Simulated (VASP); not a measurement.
```yaml
crystal:
  lattice:
    - [0.00000, 3.92927, 3.92927]
    - [3.92927, 0.00000, 3.92927]
    - [3.92927, 3.92927, 0.00000]
  atoms:
    - { symbol: Cs, position: [0.00000, 0.00000, 0.00000] }
    - { symbol: I, position: [0.50000, 0.50000, 0.50000] }
```

Level of theory: modified Becke-Johnson potential (mBJ) with spin-orbit coupling, VASP's PBE PAW potentials (set 64) (plane waves; VASP 6.6.1). Run with 400 eV cut-off, 4×4×4 Γ-centred mesh, Gaussian smearing of 0.050 eV, potentials Cs_sv I.

mBJ is a potential without an energy functional, so only the levels count.

**Question.** Estimate the band gap (over mesh and band path) with the smallest direct gap where there is one.

**Answer.** 
band gap (over mesh and band path): 5.51 eV
smallest direct gap (over mesh and band path): 5.51 eV

The structure comes from a computed database's CsI entry (Fm-3m); how it stands against other phases isn't given here. It was relaxed first. The cell's shape comes from a PBE relaxation.
